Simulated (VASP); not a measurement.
NaCl (rock salt) is relaxed at rising pressure, each step from the one before. Symmetry mostly holds the structure type, and other phases were not tried. The mesh follows the cell, and a change of mesh leaves a small step in the series.

Consider the following.

Space group Fm-3m (No. 225); a = b = c = 5.592 Å, α = β = γ = 90.00°

| atom | site | symmetry | x | y | z |
|---|---|---|---|---|---|
| Na | 4a | m-3m | 0.0000 | 0.0000 | 0.0000 |
| Cl | 4b | m-3m | 0.5000 | 0.5000 | 0.5000 |
(The calculation used a cell of 2 atoms; values per cell refer to that cell.)

Method: PBEsol GGA, VASP's PBE PAW potentials (set 64) (plane waves; VASP 6.6.1). Numerical set-up: 500 eV cut-off, 8×8×8 Γ-centred mesh, Gaussian smearing of 0.050 eV, potentials Na_pv Cl.

| P (GPa) | V (Å³/atom) | H − H(0) (eV/atom) | space group | k-mesh |
|---|---|---|---|---|
| 0 | 21.86 | 0.000 | Fm-3m | 8×8×8 |
| 5 | … | … | Fm-3m | 9×9×9 |
| 10 | … | … | Fm-3m | 9×9×9 |
| 20 | 15.63 | 2.239 | Fm-3m | 9×9×9 |
| 30 | 14.41 | 3.174 | Fm-3m | 9×9×9 |
| 45 | 13.17 | 4.462 | Fm-3m | 10×10×10 |

Q: Fill in the missing entries.

A: 
- 10, V (Å³/atom): 17.53
- 10, H − H(0) (eV/atom): 1.209
- 5, V (Å³/atom): 19.20
- 5, H − H(0) (eV/atom): 0.637

Pressures at which the relaxation failed are left out.

The compound is NaCl in the rock salt structure.
